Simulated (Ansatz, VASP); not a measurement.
## One calculation of LaHg, two programs

```
La Hg
1.0
     3.83700   -0.01919   -0.01919
    -0.01919    3.83700   -0.01919
    -0.01919   -0.01919    3.83700
La Hg
1 1
Direct
  0.50000 0.50000 0.50000
  0.00000 0.00000 0.00000
```

Change from the starting cell: equal xy, yz and zx shear strains of -1 %.

Alike in both runs: task single point; functional LDA; k mesh 11 × 11 × 11; occupations fermi-dirac, width 0.08 eV; no spin polarisation.

|  | VASP | Ansatz |
| --- | --- | --- |
| version | VASP 6.6.1 | Ansatz 0.2.0 |
| potentials or method | VASP PAW LDA potentials, release 64 (La, Hg), cutoff 520 eV | all-electron LAPW, scalar-relativistic |

|  | VASP | Ansatz | Ansatz less VASP |
| --- | --- | --- | --- |
| pressure (GPa) | -1.7 | -1.9 | -0.15 |
| largest component of the traceless stress (GPa) | 0.26 | 0.25 | -0.010 |

Ansatz ran all-electron here, so the differences hold the error of VASP's frozen core and of both bases.

The runs have no spin-orbit coupling, so splittings on Hg, La are missing.
